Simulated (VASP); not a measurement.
**NbB2: phonons with PBEsol**

NbB2:

```xyz
3
Lattice="3.0951 0.0000 0.0000 -1.5476 2.6805 0.0000 0.0000 0.0000 3.2930" Properties=species:S:1:pos:R:3 pbc="T T T"
Nb    0.0000    0.0000    0.0000
B     0.0000    1.7870    1.6465
B     1.5476    0.8935    1.6465
```

```
Program                : VASP 6.6.1
Task                   : phonons
Functional             : PBEsol
Potentials or basis    : VASP PAW PBE potentials, release 64 (Nb_sv, B)
Cutoff                 : 520 eV
k mesh                 : 15 × 15 × 12
Occupations            : fermi-dirac, width 0.15 eV
Spin                   : no spin polarisation
Dipole correction      : no
Further INCAR settings : ALGO = Normal; EDIFF = 1e-08; IBRION = 8; NSW = 1
```

* Highest phonon frequency at Γ, LO-TO splitting left out: 810 cm⁻¹

Phonon frequencies in cm⁻¹ (negative: imaginary):
| q point | frequencies |
| --- | --- |
| (0.000, 0.000, 0.000) | 0 0 0 427 427 486 552 810 810 |

Run time: 9.2 min on 1 thread of Intel(R) Xeon(R) Platinum 8559C (Emerald Rapids) (shared host), peak memory 0.66 GiB.
